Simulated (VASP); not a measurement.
Wanted: the native input for a VASP 6.6.1 run.

| Quantity | Value |
| --- | --- |
| Task | relaxation of cell and atoms |
| Functional | PBE |
| Potentials or basis | VASP PAW PBE potentials, release 64 (Ti_sv, C) |
| Cutoff | 600 eV |
| k mesh | 14 × 14 × 14 |
| Occupations | methfessel-paxton, width 0.1 eV |
| Spin | no spin polarisation |
| Further INCAR settings | ALGO = Normal; EDIFF = 1e-06; IBRION = 2; EDIFFG = -0.01; NSW = 90; ISIF = 3 |

The structure of TiC lies in POSCAR:

```
TiC
1.0
    0.0000000000      2.1593000000      2.1593000000
    2.1593000000      0.0000000000      2.1593000000
    2.1593000000      2.1593000000      0.0000000000
Ti C
1 1
Direct
    0.0000000000      0.0000000000      0.0000000000
    0.5000000000      0.5000000000      0.5000000000
```

The input as run:

INCAR

```
ALGO = Normal ; EDIFF = 1E-6
EDIFFG = -0.01 ; ENCUT = 600
GGA = PE ; IBRION = 2
ISIF = 3 ; ISMEAR = 1
LASPH = T ; LCHARG = F
LREAL = F ; LWAVE = F
NELM = 80 ; NSW = 90
PREC = Accurate ; SIGMA = 0.1
```

KPOINTS

```
k-points
0
Gamma
  14 14 14
```

Potentials or basis: VASP PAW PBE potentials, release 64 (Ti_sv, C).

The run is started by

```bash
$ cat potpaw_PBE.64/Ti_sv/POTCAR potpaw_PBE.64/C/POTCAR > POTCAR
$ mpirun -np 1 vasp_std > vasp.out
```

Results of the run:

The relaxed volume is 10.17 Å³/atom and the relaxed cell is a = 3.064 Å, b = 3.064 Å, c = 3.064 Å, α = 60.00°, β = 60.00°, γ = 60.00°. The space group after relaxing (to 0.05 Å) is Fm-3m (No. 225) and the energy gained by relaxing is 0.9 meV/atom. The ionic steps are 3, the pressure after relaxing is 0.0 GPa and the band gap on the k mesh is none (metal or under the smearing width).

Wall time 29 s on 1 thread of AMD EPYC 9R45 96-Core Processor (Zen 5), on a shared host, peak memory 0.14 GiB.
